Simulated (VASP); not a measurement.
Consider the following.

```
CELL_PARAMETERS angstrom
      4.20145     0.00000     0.00000
      0.00000     4.20145     0.00000
      0.00000     0.00000     4.20145
ATOMIC_POSITIONS crystal
  Ba 0.00000 0.00000 0.00000
  Hf 0.50000 0.50000 0.50000
  O  0.50000 0.00000 0.50000
  O  0.00000 0.50000 0.50000
  O  0.50000 0.50000 0.00000
```

These are PBE GGA, VASP's PBE PAW potentials (set 64) (plane waves; VASP) values and carry that method's errors. Settings: 520 eV cut-off, 5×5×5 Γ-centred mesh, Gaussian smearing of 0.010 eV, potentials Ba_sv Hf_pv O.

Q: Give the electronic dielectric tensor ε∞ (DFPT, local fields included).

A: 
```
4.67  0.00  0.00
0.00  4.67  0.00
0.00  0.00  4.67
```

Q: Give the Born effective charges.

A: 
| atom | Z*xx | Z*yy | Z*zz | mean |
|---|---|---|---|---|
| Ba1 | 2.75 | 2.75 | 2.75 | 2.75 |
| Hf2 | 5.82 | 5.82 | 5.82 | 5.82 |
| O3 | -1.99 | -4.58 | -1.99 | -2.86 |
| O4 | -4.58 | -1.99 | -1.99 | -2.86 |
| O5 | -1.99 | -1.99 | -4.58 | -2.86 |

The compound is BaHfO3 in the cubic perovskite structure. It was relaxed first.
